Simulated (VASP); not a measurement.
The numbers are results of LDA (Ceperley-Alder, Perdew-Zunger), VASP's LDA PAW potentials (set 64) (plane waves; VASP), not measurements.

VASP ran on this input.

File KPOINTS:
```
Automatic mesh
0
Gamma
7 7 4
0 0 0
```

POSCAR:
```
La2O3
1
    1.9407604491    -3.3614956161     0.0000000000
    1.9407604491     3.3614956161    -0.0000000000
    0.0000000000     0.0000000000     5.9453608412
La O
2 3
Direct
  0.3333330000   0.6666670000   0.2438689645
  0.6666670000   0.3333330000   0.7561310355
  0.0000000000   0.0000000000   0.0000000000
  0.3333330000   0.6666670000   0.6464944995
  0.6666670000   0.3333330000   0.3535055005
```

**INCAR**
```
# general
SYSTEM  = La2O3
PREC    = Accurate
ENCUT   = 620   # plane-wave cut-off (eV)
LREAL   = .FALSE.
LASPH   = .TRUE.

# electronic loop
EDIFF   = 1E-6   # SCF stop (eV)
NELM    = 100
ALGO    = Normal
LMAXMIX = 6

# smearing
ISMEAR  = 0   # Gaussian
SIGMA   = 0.05   # width (eV)

# ions
IBRION  = 2   # conjugate gradients
NSW     = 40   # most ionic steps
ISIF    = 3   # ions, shape and volume
EDIFFG  = -0.02

# output
LWAVE   = .FALSE.
LCHARG  = .FALSE.
```

POTCAR, in this order: La O (LDA.64 set). Program: vasp_std.

What VASP printed:

File OSZICAR:
```
       N       E                     dE             d eps       ncg     rms          rms(c)
DAV:   1     0.476740602889E+03    0.47674E+03   -0.17704E+04  1384   0.298E+03
DAV:   2     0.102112054890E+03   -0.37463E+03   -0.36865E+03  1920   0.423E+02
DAV:   3    -0.299509578545E+02   -0.13206E+03   -0.12970E+03  2472   0.233E+02
DAV:   4    -0.503531643360E+02   -0.20402E+02   -0.20393E+02  2408   0.101E+02
DAV:   5    -0.514946545813E+02   -0.11415E+01   -0.11410E+01  2488   0.282E+01    0.148E+01
DAV:   6    -0.461643369769E+02    0.53303E+01   -0.48813E+01  2056   0.442E+01    0.775E+00
DAV:   7    -0.460044316317E+02    0.15991E+00   -0.53352E+00  2520   0.247E+01    0.362E+00
DAV:   8    -0.459241605491E+02    0.80271E-01   -0.56312E-01  2376   0.648E+00    0.123E+00
DAV:   9    -0.459066385372E+02    0.17522E-01   -0.78563E-02  2424   0.235E+00    0.362E-01
DAV:  10    -0.459072225423E+02   -0.58401E-03   -0.25867E-02  2224   0.117E+00    0.179E-01
DAV:  11    -0.459074154349E+02   -0.19289E-03   -0.70636E-03  2592   0.694E-01    0.113E-01
DAV:  12    -0.459073474972E+02    0.67938E-04   -0.18287E-03  2344   0.290E-01    0.359E-02
DAV:  13    -0.459073517250E+02   -0.42277E-05   -0.56166E-04  2304   0.167E-01    0.254E-02
DAV:  14    -0.459073411251E+02    0.10600E-04   -0.94895E-05  2424   0.951E-02    0.429E-03
DAV:  15    -0.459073416662E+02   -0.54113E-06   -0.49385E-06  1840   0.199E-02
   1 F= -.45907342E+02 E0= -.45907342E+02  d E =-.459073E+02
```

File OUTCAR:
```
------------------------ aborting loop because EDIFF is reached ----------------------------------------
  FORCE on cell =-STRESS in cart. coord.  units (eV):
  Direction    XX          YY          ZZ          XY          YZ          ZX
  --------------------------------------------------------------------------------------
  Total       -0.0058423     -0.0058423     -0.0127703      0.0000000      0.0000000      0.0000000
  in kB       -0.1206642     -0.1206642     -0.2637532      0.0000000      0.0000000      0.0000000
  external PRESSURE =      -0.1683605 kB  Pullay stress =       0.0000000 kB
  volume of cell :       77.57
      direct lattice vectors                 reciprocal lattice vectors
     1.940760449 -3.361495616  0.000000000     0.257630972 -0.148743315  0.000000000
     1.940760449  3.361495616  0.000000000     0.257630972  0.148743315  0.000000000
     0.000000000  0.000000000  5.945360841     0.000000000  0.000000000  0.168198370
 POSITION                                       TOTAL-FORCE (eV/Angst)
 -----------------------------------------------------------------------------------
      1.94076      1.12050      1.44989        -0.000000      0.000000     -0.007235
      1.94076     -1.12050      4.49547         0.000000     -0.000000      0.007235
      0.00000      0.00000      0.00000         0.000000      0.000000      0.000000
      1.94076      1.12050      3.84364         0.000000     -0.000000      0.008464
      1.94076     -1.12050      2.10172        -0.000000      0.000000     -0.008464
 -----------------------------------------------------------------------------------
    total drift:                                0.000000     -0.000000      0.000000
  FREE ENERGIE OF THE ION-ELECTRON SYSTEM (eV)
  ---------------------------------------------------
  free  energy   TOTEN  =       -45.9073416662 eV

  energy  without entropy=      -45.9073416662  energy(sigma->0) =      -45.90734167

 reached required accuracy - stopping structural energy minimisation
```
(Selected blocks of OUTCAR.)

The compound is La2O3 in the a-type structure. It was relaxed first, which changed the volume by -6 %.
